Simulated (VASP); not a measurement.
Wanted: the native input for a VASP 6.6.1 run.

- Task: relaxation of cell and atoms
- Functional: PBE
- Potentials or basis: VASP PAW PBE potentials, release 64 (Si, Bi_d, Te)
- Cutoff: 520 eV
- k mesh: 3 × 3 × 3
- Occupations: gaussian, width 0.15 eV
- Spin: no spin polarisation
- Further INCAR settings: PREC = Normal; ALGO = Fast; EDIFF = 0.0001; IBRION = 2; EDIFFG = -0.08; NSW = 24; ISIF = 3

The structure of Si3Bi2Te3 lies in POSCAR:

```
Si3Bi2Te3
1.0
    6.0824811200      0.0000000000      0.0000000000
    0.0000000000      6.0824811200      0.0000000000
    0.0000000000      0.0000000000      6.0824811200
Si Bi Te
3 2 3
Direct
    0.5000000000      0.0000000000      0.0000000000
    0.0000000000      0.5000000000      0.0000000000
    0.0000000000      0.0000000000      0.5000000000
    0.5000000000      0.5000000000      0.5000000000
    0.0000000000      0.0000000000      0.0000000000
    0.0000000000      0.5000000000      0.5000000000
    0.5000000000      0.0000000000      0.5000000000
    0.5000000000      0.5000000000      0.0000000000
```

The cell was built by a generator and needn't be a form met in nature.

These files were run (other wordings do the same):

INCAR

```
  PREC = Normal
  ENCUT = 520
  EDIFF = 1E-4
  ISMEAR = 0
  SIGMA = 0.15
  LREAL = False
  LASPH = True
  NELM = 60
  ALGO = Fast
  ISIF = 3
  LWAVE = False
  LCHARG = False
  GGA = PE
  IBRION = 2
  NSW = 24
  EDIFFG = -0.08
```

KPOINTS

```
regular mesh
0
Gamma
  3 3 3
```

Potentials or basis: VASP PAW PBE potentials, release 64 (Si, Bi_d, Te).

Launch:

```sh
$ cat potpaw_PBE.64/Si/POTCAR potpaw_PBE.64/Bi_d/POTCAR potpaw_PBE.64/Te/POTCAR > POTCAR
$ mpirun -np 1 vasp_std > vasp.out
```

Results of the run:

```
Pressure after relaxing : 0.0 GPa
Band gap on the k mesh  : 0.25 eV, direct
```

Caveat: the relaxation stopped at its first step, so nothing moved; spin-orbit coupling is left out, which as a rule narrows the gap of such compounds by several tenths of an eV; an odd mesh through Γ misses points on the zone boundary, where band edges often lie.

Run time: 17 s on 1 thread of Intel(R) Xeon(R) Platinum 8488C (Sapphire Rapids) (shared host), peak memory 0.21 GiB.
